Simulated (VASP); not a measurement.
Level of theory: PBE GGA, VASP's PBE PAW potentials (set 64) (plane waves; VASP 6.6.1).

Input for VASP

File KPOINTS:
```
Automatic mesh
0
Gamma
1 1 1
0 0 0
```

**INCAR**
```
SYSTEM = Cd26S28
PREC = Normal; ENCUT = 400; LREAL = Auto
LASPH = T; ISYM = 0
EDIFF = 1E-5; NELM = 100; NELMIN = 4
ALGO = Fast; LMAXMIX = 4
ISMEAR = 0; SIGMA = 0.05
GGA = PE
IBRION = 2; NSW = 60; ISIF = 2
EDIFFG = -0.03
LWAVE = F; LCHARG = F
```

File POSCAR:
```
Cd26S28
1.0
  0.0000000000   8.9029342209   8.9029342209
  8.9029342209   0.0000000000   8.9029342209
  8.9029342209   8.9029342209   0.0000000000
Cd S
26 28
Cartesian
  0.0000000000   0.0000000000   0.0000000000
  2.9676417727   2.9676417727   0.0000000000
  5.9352924482   5.9352924482   0.0000000000
  2.9676417727   0.0000000000   2.9676417727
  5.9352835453   2.9676417727   2.9676417727
  8.9029342209   5.9352924482   2.9676417727
  5.9352924482   0.0000000000   5.9352924482
  8.9029342209   2.9676417727   5.9352924482
 11.8705848965  14.8382266691  14.8382266691
  0.0000000000   2.9676417727   2.9676417727
  2.9676417727   5.9352835453   2.9676417727
  5.9352924482   8.9029342209   2.9676417727
  2.9676417727   2.9676417727   5.9352835453
  5.9352835453   5.9352835453   5.9352835453
  5.9352924482   2.9676417727   8.9029342209
  8.9029342209   5.9352835453   8.9029342209
 11.8705848965   8.9029342209   8.9029342209
  0.0000000000   5.9352924482   5.9352924482
  2.9676417727   8.9029342209   5.9352924482
 14.8382266691  11.8705848965  14.8382266691
  2.9676417727   5.9352924482   8.9029342209
  5.9352835453   8.9029342209   8.9029342209
  8.9029342209  11.8705848965   8.9029342209
  5.9352924482   5.9352924482  11.8705848965
  8.9029342209   8.9029342209  11.8705848965
 11.8705848965  11.8705848965  11.8705848965
  1.4838164349   1.4838164349   1.4838164349
  4.4514671105   4.4514671105   1.4838164349
  7.4191088831   7.4191088831   1.4838164349
  4.4514671105   1.4838164349   4.4514671105
  7.4191177860   4.4514671105   4.4514671105
 10.4081889214   7.4510169994   4.4485558510
  7.4191088831   1.4838164349   7.4191088831
 10.3867595587   4.4514671105   7.4191088831
 13.3544013314   7.4191088831   7.4191088831
  1.4838164349   4.4514671105   4.4514671105
  4.4514671105   7.4191177860   4.4514671105
  7.4502691529  10.4131122440   4.4791018183
  4.4514671105   4.4514671105   7.4191177860
  7.4098765403   7.4162599442   7.3970652180
  8.8728512062   8.8654350620   5.9070167292
 10.3365559126  10.3567922821   7.4387843677
  7.4191088831   4.4514671105  10.3867595587
 10.3867595587   7.4191177860  10.3867595587
 13.3544013314  10.3867595587  10.3867595587
  1.4838164349   7.4191088831   7.4191088831
  4.4514671105  10.3867595587   7.4191088831
  7.4191088831  13.3544013314   7.4191088831
  4.4514671105   7.4191088831  10.3867595587
  7.4191177860  10.3867595587  10.3867595587
 10.3867595587  13.3544013314  10.3867595587
  7.4191088831   7.4191088831  13.3544013314
 10.3867595587  10.3867595587  13.3544013314
 13.3544013314  13.3544013314  13.3544013314
```

POTCAR, in this order: Cd S (PBE.64 set). Program: vasp_gam.

The resulting files:

### OSZICAR
```
...
RMM:   5    -0.162516241021E+03    0.10896E-03   -0.78328E-03   581   0.118E-01    0.137E-01
RMM:   6    -0.162515883902E+03    0.35712E-03   -0.96554E-04   576   0.472E-02    0.500E-02
RMM:   7    -0.162515894945E+03   -0.11043E-04   -0.56401E-04   570   0.286E-02    0.301E-02
RMM:   8    -0.162515893873E+03    0.10723E-05   -0.70332E-05   420   0.131E-02
  50 F= -.16251589E+03 E0= -.16251589E+03  d E =-.601479E-02
       N       E                     dE             d eps       ncg     rms          rms(c)
DAV:   1    -0.162508447708E+03    0.74472E-02   -0.42510E+00   576   0.363E+00    0.814E-01
RMM:   2    -0.162514828174E+03   -0.63805E-02   -0.82968E-02   576   0.488E-01    0.166E-01
RMM:   3    -0.162516148430E+03   -0.13203E-02   -0.13809E-02   581   0.203E-01    0.206E-01
RMM:   4    -0.162516272772E+03   -0.12434E-03   -0.22762E-03   600   0.796E-02    0.196E-01
RMM:   5    -0.162516114802E+03    0.15797E-03   -0.75112E-04   578   0.389E-02    0.559E-02
RMM:   6    -0.162516156539E+03   -0.41736E-04   -0.28251E-04   513   0.220E-02    0.396E-02
RMM:   7    -0.162516124804E+03    0.31735E-04   -0.48908E-05   423   0.990E-03    0.183E-02
RMM:   8    -0.162516122308E+03    0.24963E-05   -0.55744E-05   427   0.791E-03
  51 F= -.16251612E+03 E0= -.16251612E+03  d E =-.624322E-02
       N       E                     dE             d eps       ncg     rms          rms(c)
DAV:   1    -0.162517301021E+03   -0.11762E-02   -0.14110E+00   592   0.213E+00    0.397E-01
RMM:   2    -0.162518833744E+03   -0.15327E-02   -0.18919E-02   576   0.260E-01    0.805E-02
RMM:   3    -0.162519118805E+03   -0.28506E-03   -0.29726E-03   580   0.106E-01    0.934E-02
RMM:   4    -0.162519111527E+03    0.72775E-05   -0.39927E-04   578   0.401E-02    0.535E-02
RMM:   5    -0.162519109990E+03    0.15371E-05   -0.13367E-04   536   0.201E-02    0.134E-02
RMM:   6    -0.162519109600E+03    0.39054E-06   -0.23917E-05   378   0.796E-03
  52 F= -.16251911E+03 E0= -.16251911E+03  d E =-.298729E-02
       N       E                     dE             d eps       ncg     rms          rms(c)
DAV:   1    -0.162515668796E+03    0.34412E-02   -0.46626E+00   576   0.388E+00    0.724E-01
RMM:   2    -0.162520788605E+03   -0.51198E-02   -0.62424E-02   576   0.472E-01    0.146E-01
RMM:   3    -0.162521714053E+03   -0.92545E-03   -0.97068E-03   580   0.193E-01    0.173E-01
RMM:   4    -0.162521686296E+03    0.27757E-04   -0.13049E-03   578   0.725E-02    0.985E-02
RMM:   5    -0.162521682454E+03    0.38424E-05   -0.44661E-04   576   0.365E-02    0.254E-02
RMM:   6    -0.162521680578E+03    0.18755E-05   -0.80396E-05   462   0.145E-02
  53 F= -.16252168E+03 E0= -.16252168E+03  d E =-.555827E-02
       N       E                     dE             d eps       ncg     rms          rms(c)
DAV:   1    -0.162522518569E+03   -0.83612E-03   -0.11119E+00   600   0.189E+00    0.248E-01
RMM:   2    -0.162523410370E+03   -0.89180E-03   -0.10283E-02   576   0.205E-01    0.531E-02
RMM:   3    -0.162523564172E+03   -0.15380E-03   -0.15670E-03   581   0.813E-02    0.739E-02
RMM:   4    -0.162523555820E+03    0.83526E-05   -0.19094E-04   576   0.295E-02    0.437E-02
RMM:   5    -0.162523556717E+03   -0.89768E-06   -0.90731E-05   504   0.161E-02
  54 F= -.16252356E+03 E0= -.16252356E+03  d E =-.187614E-02
       N       E                     dE             d eps       ncg     rms          rms(c)
DAV:   1    -0.162517557270E+03    0.59985E-02   -0.99974E+00   576   0.566E+00    0.751E-01
RMM:   2    -0.162525467019E+03   -0.79097E-02   -0.92412E-02   576   0.614E-01    0.158E-01
RMM:   3    -0.162526887182E+03   -0.14202E-02   -0.14347E-02   581   0.245E-01    0.217E-01
RMM:   4    -0.162526826010E+03    0.61172E-04   -0.17504E-03   576   0.892E-02    0.130E-01
RMM:   5    -0.162526832680E+03   -0.66702E-05   -0.81427E-04   576   0.485E-02    0.418E-02
RMM:   6    -0.162526811222E+03    0.21459E-04   -0.10432E-04   514   0.181E-02    0.188E-02
RMM:   7    -0.162526809240E+03    0.19813E-05   -0.66581E-05   458   0.123E-02
  55 F= -.16252681E+03 E0= -.16252681E+03  d E =-.512866E-02
       N       E                     dE             d eps       ncg     rms          rms(c)
DAV:   1    -0.162527351665E+03   -0.54044E-03   -0.19192E+00   592   0.245E+00    0.294E-01
RMM:   2    -0.162528702375E+03   -0.13507E-02   -0.15613E-02   576   0.256E-01    0.650E-02
RMM:   3    -0.162528937745E+03   -0.23537E-03   -0.23748E-03   581   0.101E-01    0.834E-02
RMM:   4    -0.162528930011E+03    0.77340E-05   -0.29010E-04   576   0.366E-02    0.525E-02
RMM:   5    -0.162528930847E+03   -0.83558E-06   -0.13510E-04   570   0.200E-02    0.156E-02
RMM:   6    -0.162528927454E+03    0.33932E-05   -0.16349E-05   345   0.736E-03
  56 F= -.16252893E+03 E0= -.16252893E+03  d E =-.211821E-02
       N       E                     dE             d eps       ncg     rms          rms(c)
DAV:   1    -0.162517689591E+03    0.11241E-01   -0.17265E+01   576   0.736E+00    0.887E-01
RMM:   2    -0.162529921480E+03   -0.12232E-01   -0.14132E-01   576   0.772E-01    0.198E-01
RMM:   3    -0.162532041586E+03   -0.21201E-02   -0.21382E-02   581   0.303E-01    0.253E-01
RMM:   4    -0.162531982365E+03    0.59220E-04   -0.26198E-03   576   0.110E-01    0.166E-01
RMM:   5    -0.162531982380E+03   -0.14254E-07   -0.12882E-03   576   0.610E-02    0.491E-02
RMM:   6    -0.162531951185E+03    0.31195E-04   -0.13891E-04   567   0.218E-02    0.276E-02
RMM:   7    -0.162531943708E+03    0.74773E-05   -0.68728E-05   469   0.132E-02
  57 F= -.16253194E+03 E0= -.16253194E+03  d E =-.513447E-02
       N       E                     dE             d eps       ncg     rms          rms(c)
DAV:   1    -0.162531049534E+03    0.90165E-03   -0.25089E+00   600   0.281E+00    0.379E-01
RMM:   2    -0.162533103822E+03   -0.20543E-02   -0.23395E-02   576   0.306E-01    0.705E-02
RMM:   3    -0.162533463685E+03   -0.35986E-03   -0.35875E-03   581   0.122E-01    0.109E-01
RMM:   4    -0.162533452218E+03    0.11467E-04   -0.44532E-04   579   0.444E-02    0.721E-02
RMM:   5    -0.162533444528E+03    0.76900E-05   -0.19030E-04   572   0.235E-02    0.146E-02
RMM:   6    -0.162533444165E+03    0.36327E-06   -0.19844E-05   365   0.820E-03
  58 F= -.16253344E+03 E0= -.16253344E+03  d E =-.150046E-02
       N       E                     dE             d eps       ncg     rms          rms(c)
DAV:   1    -0.162514124980E+03    0.19320E-01   -0.22567E+01   576   0.843E+00    0.114E+00
RMM:   2    -0.162532626382E+03   -0.18501E-01   -0.21048E-01   576   0.922E-01    0.215E-01
RMM:   3    -0.162535835240E+03   -0.32089E-02   -0.32055E-02   581   0.365E-01    0.330E-01
RMM:   4    -0.162535748880E+03    0.86360E-04   -0.39884E-03   578   0.133E-01    0.228E-01
RMM:   5    -0.162535703747E+03    0.45134E-04   -0.22271E-03   576   0.765E-02    0.662E-02
RMM:   6    -0.162535660773E+03    0.42974E-04   -0.19869E-04   568   0.261E-02    0.356E-02
RMM:   7    -0.162535636706E+03    0.24067E-04   -0.89776E-05   506   0.152E-02    0.193E-02
RMM:   8    -0.162535636323E+03    0.38299E-06   -0.46248E-05   429   0.969E-03
  59 F= -.16253564E+03 E0= -.16253564E+03  d E =-.369262E-02
       N       E                     dE             d eps       ncg     rms          rms(c)
DAV:   1    -0.162532576726E+03    0.30600E-02   -0.45867E+00   592   0.382E+00    0.574E-01
RMM:   2    -0.162536840293E+03   -0.42636E-02   -0.49114E-02   576   0.434E-01    0.102E-01
RMM:   3    -0.162537591274E+03   -0.75098E-03   -0.75899E-03   581   0.175E-01    0.157E-01
RMM:   4    -0.162537574188E+03    0.17086E-04   -0.96818E-04   578   0.645E-02    0.107E-01
RMM:   5    -0.162537553105E+03    0.21083E-04   -0.42576E-04   576   0.347E-02    0.225E-02
RMM:   6    -0.162537551198E+03    0.19067E-05   -0.45832E-05   440   0.122E-02
  60 F= -.16253755E+03 E0= -.16253755E+03  d E =-.191488E-02
```

**OUTCAR**
```
------------------------ aborting loop because EDIFF is reached ----------------------------------------
  FORCE on cell =-STRESS in cart. coord.  units (eV):
  Direction    XX          YY          ZZ          XY          YZ          ZX
  --------------------------------------------------------------------------------------
  Total        2.8074199      4.5262253      2.9309118      0.9538363      0.8226160      3.0459915
  in kB        3.1870470      5.1382740      3.3272378      1.0828167      0.9338525      3.4578789
  external PRESSURE =       3.8841863 kB  Pullay stress =       0.0000000 kB
  volume of cell :     1411.33
      direct lattice vectors                 reciprocal lattice vectors
     0.000000000  8.902934221  8.902934221    -0.056161260  0.056161260  0.056161260
     8.902934221  0.000000000  8.902934221     0.056161260 -0.056161260  0.056161260
     8.902934221  8.902934221  0.000000000     0.056161260  0.056161260 -0.056161260
  FREE ENERGIE OF THE ION-ELECTRON SYSTEM (eV)
  ---------------------------------------------------
  free  energy   TOTEN  =      -162.5375511982 eV

  energy  without entropy=     -162.5375511982  energy(sigma->0) =     -162.53755120
```
(Selected blocks of OUTCAR.)

File CONTCAR:
```
Cd26S28
   1.00000000000000
     0.0000000000000000    8.9029342209000006    8.9029342209000006
     8.9029342209000006    0.0000000000000000    8.9029342209000006
     8.9029342209000006    8.9029342209000006    0.0000000000000000
  Cd              S
    26    28
Direct
     0.0000204908995596    0.0010066136795269    0.9977522015799852
     0.9938370865873307    0.0084280278580783    0.3287704440945219
     0.0007006082954715    0.9997951051823557    0.6655439060322040
     0.0063567438762335    0.3313531476583187    0.0016830986123251
     0.9940903781924647    0.3351427423310586    0.3280597936713484
     0.9967279418018259    0.3297586151453966    0.6587849893608244
     0.0019714449908213    0.6693522173989231    0.9990715328359456
     0.9994023504506004    0.6682206581237379    0.3319529170841877
     0.0078197463185990    0.6745870132759172    0.6610564871662925
     0.3399540339477278    0.9950756844714174    0.0028403229528762
     0.3309180259589581    0.0010970246534700    0.3352841969156778
     0.3362084340576501    0.9974852741180742    0.6701145047535824
     0.3430972793832694    0.3365640390307061    0.9901547809650576
     0.3259284954955428    0.3306826644260278    0.3277213202252577
     0.3371381271791510    0.6679423306803189    0.0010269554112820
     0.3286169765931692    0.6762674800078364    0.3394897631928154
     0.3431997406282610    0.6534957969180637    0.6758101220918674
     0.6656663530355041    0.0024003161480784    0.0004023104590224
     0.6637005757517346    0.0013183406073103    0.3342144273509413
     0.6683048300430845    0.9942839881698701    0.6744958618358747
     0.6696914974919973    0.3337090217017031    0.0019157522373761
     0.6668563572331488    0.3325615096721979    0.3401499519968784
     0.6564440898874655    0.3358672632478696    0.6776324155858168
     0.6713317803386283    0.6657595823515582    0.0037155013205383
     0.6654581133325933    0.6693916281849865    0.3354606081766253
     0.6691980772072019    0.6670916596452632    0.6698270067282857
     0.0866009233008423    0.0846593863802670    0.0784969283679440
     0.0803088557880378    0.0854584478773392    0.4148396481031322
     0.0855499296692595    0.0823858353652334    0.7481377303695748
     0.0878182013115392    0.4189907368612475    0.0781325963127416
     0.0776270390493530    0.4188330075294952    0.4102760381967443
     0.0973423747671260    0.4181999705021781    0.7219267813154157
     0.0867917319556337    0.7513863047143841    0.0824691403764633
     0.0799281580009927    0.7579928366411350    0.4125006405748676
     0.0898845521134088    0.7501377908103810    0.7495293904048280
     0.4163087037609444    0.0844987165263081    0.0864165316584608
     0.4142466575820832    0.0834745031310708    0.4194285866976636
     0.4231941291594187    0.0683522441615128    0.7579792060615486
     0.4204273692089929    0.4178996116394268    0.0822941749088581
     0.3900643130528039    0.4200955544503286    0.4271474406831886
     0.3014034461132070    0.3219471867588626    0.6315508180176701
     0.4153926441965666    0.4120315262361194    0.7485633549994383
     0.4214163514765875    0.7434004775219528    0.0916880107586377
     0.4160373582207389    0.7514718596803240    0.4229562856148642
     0.4207052746105316    0.7481538454303210    0.7525954330179333
     0.7506374630089965    0.0839718501933952    0.0846945758622299
     0.7436783964032351    0.0853517514671068    0.4210681668499290
     0.7518727701009688    0.0839433676845648    0.7508131964487577
     0.7539638309559884    0.4147002497884151    0.0876295720032177
     0.7442573440257955    0.4192469775532121    0.4219208461533191
     0.7508881046848371    0.4171298777463675    0.7527655601155803
     0.7523324621265336    0.7518065824725947    0.0857870725366629
     0.7498750732494229    0.7515441202132365    0.4191700923680751
     0.7598709631281666    0.7425676359751522    0.7538720085848478
```

File stdout:
```
...
DAV:   1    -0.162517689591E+03    0.11241E-01   -0.17265E+01   576   0.736E+00    0.887E-01
RMM:   2    -0.162529921480E+03   -0.12232E-01   -0.14132E-01   576   0.772E-01    0.198E-01
RMM:   3    -0.162532041586E+03   -0.21201E-02   -0.21382E-02   581   0.303E-01    0.253E-01
RMM:   4    -0.162531982365E+03    0.59220E-04   -0.26198E-03   576   0.110E-01    0.166E-01
RMM:   5    -0.162531982380E+03   -0.14254E-07   -0.12882E-03   576   0.610E-02    0.491E-02
RMM:   6    -0.162531951185E+03    0.31195E-04   -0.13891E-04   567   0.218E-02    0.276E-02
RMM:   7    -0.162531943708E+03    0.74773E-05   -0.68728E-05   469   0.132E-02
  57 F= -.16253194E+03 E0= -.16253194E+03  d E =-.513447E-02
 bond charge predicted
       N       E                     dE             d eps       ncg     rms          rms(c)
DAV:   1    -0.162531049534E+03    0.90165E-03   -0.25089E+00   600   0.281E+00    0.379E-01
RMM:   2    -0.162533103822E+03   -0.20543E-02   -0.23395E-02   576   0.306E-01    0.705E-02
RMM:   3    -0.162533463685E+03   -0.35986E-03   -0.35875E-03   581   0.122E-01    0.109E-01
RMM:   4    -0.162533452218E+03    0.11467E-04   -0.44532E-04   579   0.444E-02    0.721E-02
RMM:   5    -0.162533444528E+03    0.76900E-05   -0.19030E-04   572   0.235E-02    0.146E-02
RMM:   6    -0.162533444165E+03    0.36327E-06   -0.19844E-05   365   0.820E-03
  58 F= -.16253344E+03 E0= -.16253344E+03  d E =-.150046E-02
 ZBRENT: can't locate minimum, use default step
 trial-energy change:   -0.001500  1 .order   -0.001296   -0.001382   -0.001210
 bond charge predicted
       N       E                     dE             d eps       ncg     rms          rms(c)
DAV:   1    -0.162514124980E+03    0.19320E-01   -0.22567E+01   576   0.843E+00    0.114E+00
RMM:   2    -0.162532626382E+03   -0.18501E-01   -0.21048E-01   576   0.922E-01    0.215E-01
RMM:   3    -0.162535835240E+03   -0.32089E-02   -0.32055E-02   581   0.365E-01    0.330E-01
RMM:   4    -0.162535748880E+03    0.86360E-04   -0.39884E-03   578   0.133E-01    0.228E-01
RMM:   5    -0.162535703747E+03    0.45134E-04   -0.22271E-03   576   0.765E-02    0.662E-02
RMM:   6    -0.162535660773E+03    0.42974E-04   -0.19869E-04   568   0.261E-02    0.356E-02
RMM:   7    -0.162535636706E+03    0.24067E-04   -0.89776E-05   506   0.152E-02    0.193E-02
RMM:   8    -0.162535636323E+03    0.38299E-06   -0.46248E-05   429   0.969E-03
  59 F= -.16253564E+03 E0= -.16253564E+03  d E =-.369262E-02
 bond charge predicted
       N       E                     dE             d eps       ncg     rms          rms(c)
DAV:   1    -0.162532576726E+03    0.30600E-02   -0.45867E+00   592   0.382E+00    0.574E-01
RMM:   2    -0.162536840293E+03   -0.42636E-02   -0.49114E-02   576   0.434E-01    0.102E-01
RMM:   3    -0.162537591274E+03   -0.75098E-03   -0.75899E-03   581   0.175E-01    0.157E-01
RMM:   4    -0.162537574188E+03    0.17086E-04   -0.96818E-04   578   0.645E-02    0.107E-01
RMM:   5    -0.162537553105E+03    0.21083E-04   -0.42576E-04   576   0.347E-02    0.225E-02
RMM:   6    -0.162537551198E+03    0.19067E-05   -0.45832E-05   440   0.122E-02
  60 F= -.16253755E+03 E0= -.16253755E+03  d E =-.191488E-02
 trial-energy change:   -0.001915  1 .order   -0.001703   -0.002234   -0.001173
```

Convergence was not reached.

The run did not end as a converged relaxation. The supercell is sampled at Γ alone, which is coarse: total energies, pressure and levels can be off, energies of defects by several tenths of an eV.

The cell is a supercell with a defect, built from a database entry that may be metastable or hypothetical: S_Cd. The run is not spin-polarised, so no state with unpaired spins was tried.
